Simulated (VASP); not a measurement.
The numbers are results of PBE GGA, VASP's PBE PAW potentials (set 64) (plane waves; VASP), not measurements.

VASP ran on this input.

### INCAR
```
! general
SYSTEM   =  Os
PREC     =  Accurate
ENCUT    =  480   ! plane-wave cut-off (eV)
LREAL    =  .FALSE.   ! projection in real space or not
LASPH    =  .TRUE.

! electronic loop
EDIFF    =  1E-7
NELM     =  100   ! most electronic steps
ALGO     =  Normal
LMAXMIX  =  6

! smearing
ISMEAR   =  1
SIGMA    =  0.1

! functional
GGA      =  PE   ! PBE

! ions
ISIF     =  2

! output
LWAVE    =  .FALSE.
LCHARG   =  .FALSE.
```

POSCAR:
```
Os
1
    1.3775670400    -2.3860157420     0.0000000000
    1.3775670400     2.3860157420     0.0000000000
    0.0000000000     0.0000000000     4.4062724438
Os
2
Direct
  0.3333330000   0.6666670000   0.2500000000
  0.6666670000   0.3333330000   0.7500000000
```

### KPOINTS
```
Automatic mesh
0
gamma
14 14 8
```

POTCAR, in this order: Os (PBE.64 set). Program: vasp_std.

Unless said otherwise, spin-orbit coupling is left out, though it shifts the bands of the heavy elements here.

### Question
Predict the energy per atom (σ→0), pressure, band gap (on the k-mesh).

### Answer

| Property | Value |
|---|---|
| energy per atom (σ→0) | -11.238 eV/atom |
| band gap (on the k-mesh) | none (metal, semimetal or under 0.01 eV) |
| pressure | -5.89 GPa |

### OSZICAR
```
...
DAV:   8    -0.224790470554E+02    0.56292E-02   -0.72378E-03  2960   0.690E-01    0.257E-01
DAV:   9    -0.224767356585E+02    0.23114E-02   -0.13986E-03  3104   0.444E-01    0.560E-02
DAV:  10    -0.224767765347E+02   -0.40876E-04   -0.68788E-05  3156   0.849E-02    0.102E-02
DAV:  11    -0.224767431370E+02    0.33398E-04   -0.73056E-06  2980   0.313E-02    0.913E-04
DAV:  12    -0.224767425289E+02    0.60803E-06   -0.14243E-07  2468   0.422E-03    0.938E-04
DAV:  13    -0.224767423520E+02    0.17692E-06   -0.10407E-08  1504   0.974E-04    0.212E-04
DAV:  14    -0.224767423068E+02    0.45175E-07   -0.29127E-09  1460   0.658E-04
   1 F= -.22476742E+02 E0= -.22476233E+02  d E =-.152702E-02
```

The compound is Os in the hcp structure. This cell was strained or had an atom moved on purpose.
